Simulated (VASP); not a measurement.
An input for Quantum ESPRESSO's pw.x (written as the equivalent of a VASP run, and not itself run):

```
&CONTROL
  calculation = 'scf'
  pseudo_dir = './pseudo'
  outdir = './out'
  tprnfor = .true.
  tstress = .true.
/
&SYSTEM
  ibrav = 0
  nat = 2
  ntyp = 2
  ecutwfc = 84
  occupations = 'smearing'
  smearing = 'fermi-dirac'
  degauss = 0.003675
  input_dft = 'pbe'
/
&ELECTRONS
  conv_thr = 7.3e-08
  electron_maxstep = 100
/
ATOMIC_SPECIES
  Sr 87.620 Sr.upf
  O 15.999 O.upf
CELL_PARAMETERS angstrom
     0.0000000    2.5800000    2.5800000
     2.5800000    0.0000000    2.5800000
     2.5800000    2.5800000    0.0000000
ATOMIC_POSITIONS crystal
  Sr  -0.0030760  0.0041350 -0.0164490
  O    0.5030760  0.4958650  0.5164490
K_POINTS automatic
  1 1 1 0 0 0
```

Q: Write the VASP files for the same calculation (PBE).

A: This is not unique; one that fits is 
**INCAR**
```
LCHARG = .FALSE.
ISMEAR = -1
SYSTEM = SrO
NELM = 100
LWAVE = .FALSE.
PREC = Accurate
EDIFF = 1E-6
LASPH = .TRUE.
LREAL = .FALSE.   ! projection in real space or not
ALGO = Normal
ENCUT = 400   ! plane-wave cut-off (eV)
GGA = PE   ! PBE
LMAXMIX = 4   ! l cut-off of mixed one-centre charges
ISIF = 2
SIGMA = 0.05   ! width (eV)
```

File KPOINTS:
```
Automatic mesh
0
Gamma
1 1 1
0 0 0
```

POSCAR:
```
SrO
1
    0.0000000000     2.5800000000     2.5800000000
    2.5800000000     0.0000000000     2.5800000000
    2.5800000000     2.5800000000     0.0000000000
Sr O
1 1
Direct
 -0.0030760000   0.0041350000  -0.0164490000
  0.5030760000   0.4958650000   0.5164490000
```

POTCAR, in this order: Sr_sv O (PBE.64 set). Program: vasp_std.

The two are equivalent in intent, not identical: the potentials are each code's own (VASP's PAW set, PseudoDojo norm-conserving files in pw.x), so ENCUT and ecutwfc are chosen apart and not converted; conv_thr bounds pw.x's estimated SCF error, while EDIFF bounds the energy change between steps.

The structure is a typed SrO crystal. The cell was not relaxed at this level, atoms are displaced from their ideal sites. The k-mesh is coarse (spacing up to 2.11 per Å, 2π included), so the numbers may not be converged in it. The run is one of a series of settings (KPOINTS 1×1×1 Γ-centred mesh against the base run), some of them coarse on purpose.
